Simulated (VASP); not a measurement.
A VASP calculation is set up with these files.

KPOINTS:
```
Automatic mesh
0
Gamma
10 10 10
0 0 0
```

**POSCAR**
```
MoSi2
1
   -1.6050000000     1.6050000000     3.9250000000
    1.6050000000    -1.6050000000     3.9250000000
    1.6050000000     1.6050000000    -3.9250000000
Si Mo
2 1
Direct
  0.6650000000   0.6650000000   0.0000000000
  0.3350000000   0.3350000000   0.0000000000
  0.0000000000   0.0000000000   0.0000000000
```

**INCAR**
```
SYSTEM = MoSi2
PREC = Accurate
ENCUT = 400
EDIFF = 1E-6
NELM = 100
ALGO = Normal
LREAL = .FALSE.
LASPH = .TRUE.
ISMEAR = 1
SIGMA = 0.1
GGA = PE
LMAXMIX = 4
LWAVE = .FALSE.
LCHARG = .FALSE.
ISIF = 2
```

POTCAR, in this order: Si Mo_sv (PBE.64 set). Program: vasp_gam.

The resulting files:

**standard output**
```
 POSCAR found type information on POSCAR SiMo
 POSCAR found :  2 types and       3 ions
 Reading from existing POTCAR
 Reading from existing POTCAR
 LDA part: xc-table for (Slater+PW92), standard interpolation

 -----------------------------------------------------------------------------
|                                                                             |
|     EEEEEEE  RRRRRR   RRRRRR   OOOOOOO  RRRRRR      ###     ###     ###     |
|     E        R     R  R     R  O     O  R     R     ###     ###     ###     |
|     E        R     R  R     R  O     O  R     R     ###     ###     ###     |
|     EEEEE    RRRRRR   RRRRRR   O     O  RRRRRR       #       #       #      |
|     E        R   R    R   R    O     O  R   R                               |
|     E        R    R   R    R   O     O  R    R      ###     ###     ###     |
|     EEEEEEE  R     R  R     R  OOOOOOO  R     R     ###     ###     ###     |
|                                                                             |
|     You are using the Gamma-point-only version with more than one           |
|     k-point or some other non-Gamma k-point.                                |
|                                                                             |
|       ---->  I REFUSE TO CONTINUE WITH THIS SICK JOB ... BYE!!! <----       |
|                                                                             |
 -----------------------------------------------------------------------------
```

Problem. Read input and log: which fault does this run have?
A) molecular dynamics (IBRION = 0) was asked for without POTIM
B) NSW = 0, so the ions never move
C) the Γ-only program was given a k-mesh
D) ALGO = VeryFast starts from random orbitals with almost no delay (NELMDL = -1)

Solution. C, the Γ-only program was given a k-mesh. VASP stops with an error: You are using the Gamma-point-only version with more than one k-point or some other non-Gamma k-point. ----> I REFUSE TO CONTINUE WITH THIS SICK JOB ... BYE!!! <----

To mend it, run vasp_std.

The mended run (PBE GGA, plane waves, VASP's PBE PAW potentials (set 64)) converges, and its OSZICAR ends with
```
   1 F= -.23256173E+02 E0= -.23256159E+02  d E =-.428475E-04
```

The compound is MoSi2 in the MoSi2 type structure. The cell was not relaxed at this level.
